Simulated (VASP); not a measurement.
Output of a VASP run:

**OSZICAR**
```
       N       E                     dE             d eps       ncg     rms          rms(c)
DAV:   1     0.112779208100E+03    0.11278E+03   -0.94441E+03  3198   0.148E+03
DAV:   2    -0.618605026871E+01   -0.11897E+03   -0.11425E+03  3268   0.390E+02
DAV:   3    -0.761365109691E+01   -0.14276E+01   -0.14149E+01  3670   0.479E+01
DAV:   4    -0.762233161437E+01   -0.86805E-02   -0.86796E-02  3555   0.379E+00
DAV:   5    -0.762246786167E+01   -0.13625E-03   -0.13624E-03  3625   0.437E-01    0.123E+01
DAV:   6    -0.717298262458E+01    0.44949E+00   -0.97041E-01  3313   0.150E+01    0.470E+00
DAV:   7    -0.714892632251E+01    0.24056E-01   -0.35287E-02  3634   0.260E+00    0.198E+00
DAV:   8    -0.714509708010E+01    0.38292E-02   -0.55755E-03  3310   0.122E+00    0.284E-01
DAV:   9    -0.714485925383E+01    0.23783E-03   -0.28600E-04  3721   0.281E-01    0.227E-02
DAV:  10    -0.714486360675E+01   -0.43529E-05   -0.35406E-06  3628   0.248E-02    0.336E-03
DAV:  11    -0.714486358148E+01    0.25264E-07   -0.48175E-07  3646   0.104E-02
   1 F= -.80476571E+01 E0= -.80475533E+01  d E =-.311369E-03
```

OUTCAR:
```
------------------------ aborting loop because EDIFF is reached ----------------------------------------
  Edisp (eV):   -0.90279
  FORCE on cell =-STRESS in cart. coord.  units (eV):
  Direction    XX          YY          ZZ          XY          YZ          ZX
  --------------------------------------------------------------------------------------
  Total       1.67065     1.67065     1.67065     0.00000     0.00000     0.00000
  in kB     209.47836   209.47836   209.47836     0.00000     0.00000     0.00000
  external pressure =      209.48 kB  Pullay stress =        0.00 kB
  volume of cell :       12.78
      direct lattice vectors                 reciprocal lattice vectors
     0.000000000  1.855564247  1.855564247    -0.269459816  0.269459816  0.269459816
     1.855564247  0.000000000  1.855564247     0.269459816 -0.269459816  0.269459816
     1.855564247  1.855564247  0.000000000     0.269459816  0.269459816 -0.269459816
 POSITION                                       TOTAL-FORCE (eV/Angst)
 -----------------------------------------------------------------------------------
      0.00000      0.00000      0.00000         0.000000      0.000000      0.000000
 -----------------------------------------------------------------------------------
    total drift:                                0.000000      0.000000      0.000000
  FREE ENERGIE OF THE ION-ELECTRON SYSTEM (eV)
  ---------------------------------------------------
  free  energy   TOTEN  =        -8.0476570577 eV

  energy  without entropy=       -8.0473456889  energy(sigma->0) =       -8.04755327
```
(Selected blocks of OUTCAR.)

File POSCAR:
```
Rh
1
    0.0000000000     1.8555642472     1.8555642472
    1.8555642472     0.0000000000     1.8555642472
    1.8555642472     1.8555642472     0.0000000000
Rh
1
Direct
  0.0000000000   0.0000000000   0.0000000000
```

**Question.** Reconstruct the remaining input files.

**Answer.** Several could match; the one computed here: the input of the run itself, PBE GGA with D4 dispersion, plane waves, VASP's PBE PAW potentials (set 64).

KPOINTS:
```
kpoints
0
gamma
16 16 16
```

INCAR:
```
GGA=PE   # PBE
SYSTEM=Rh
LASPH=.TRUE.   # aspherical one-centre terms
NELM=100   # most electronic steps
EDIFF=1E-7   # SCF stop (eV)
PREC=Accurate
LCHARG=.FALSE.
ENCUT=520
ISMEAR=1   # Methfessel-Paxton
LREAL=.FALSE.
SIGMA=0.1   # width (eV)
IVDW=13
ISIF=2
LMAXMIX=4   # l cut-off of mixed one-centre charges
ALGO=Normal
LWAVE=.FALSE.
```

POTCAR, in this order: Rh_pv (PBE.64 set). Program: vasp_std.

The compound is Rh in the fcc structure. This cell is one point of a volume scan, at 0.94 of the reference volume.
